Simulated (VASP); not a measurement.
Consider the following.

```
CELL_PARAMETERS angstrom
      1.80292    -3.12275     0.00000
      1.80292     3.12275     0.00000
      0.00000     0.00000     5.13374
ATOMIC_POSITIONS crystal
  Pt 0.00000 0.00000 0.00000
  S  0.33333 0.66667 0.23000
  S  0.66667 0.33333 0.77000
```

Method: LDA (Ceperley-Alder, Perdew-Zunger), VASP's LDA PAW potentials (set 64) (plane waves; VASP). Run with 300 eV cut-off, 6×6×4 Γ-centred mesh, Fermi-Dirac smearing of 0.050 eV, potentials Pt S.

Unless said otherwise, spin-orbit coupling is left out, though it shifts the bands of the heavy elements here.

Q: Give the energies of bands 3 to 14 at the high-symmetry points, in eV from the valence-band maximum.

A: 
| band | Γ | M | K | A | L | H |
|---|---|---|---|---|---|---|
| 3 | -6.52 | -7.09 | -6.44 | -6.50 | -7.31 | -6.11 |
| 4 | -6.52 | -5.77 | -5.91 | -6.50 | -5.86 | -6.11 |
| 5 | -6.51 | -4.90 | -5.91 | -5.28 | -5.06 | -6.11 |
| 6 | -3.66 | -4.10 | -4.31 | -3.68 | -4.61 | -4.16 |
| 7 | -3.66 | -3.15 | -4.31 | -3.68 | -3.06 | -4.16 |
| 8 | -1.74 | -3.05 | -3.35 | -2.39 | -3.01 | -3.39 |
| 9 | -1.05 | -2.96 | -2.53 | -1.23 | -2.83 | -3.25 |
| 10 | -1.05 | -2.86 | -1.38 | -1.23 | -2.60 | -1.77 |
| 11 | -0.04 | -2.30 | -1.38 | -0.98 | -1.28 | -1.77 |
| 12 | 2.22 | 1.55 | 0.86 | 2.66 | 1.88 | 2.04 |
| 13 | 2.22 | 2.58 | 0.86 | 2.66 | 2.06 | 2.04 |
| 14 | 4.69 | 5.28 | 5.39 | 5.43 | 5.08 | 6.87 |

The gap is indirect, 0.77 eV, from the valence maximum at K-Γ at 0.80 to the conduction minimum at (0.00, 0.33, 0.25).

The structure is a typed PtS2 crystal. The cell was not relaxed at this level.
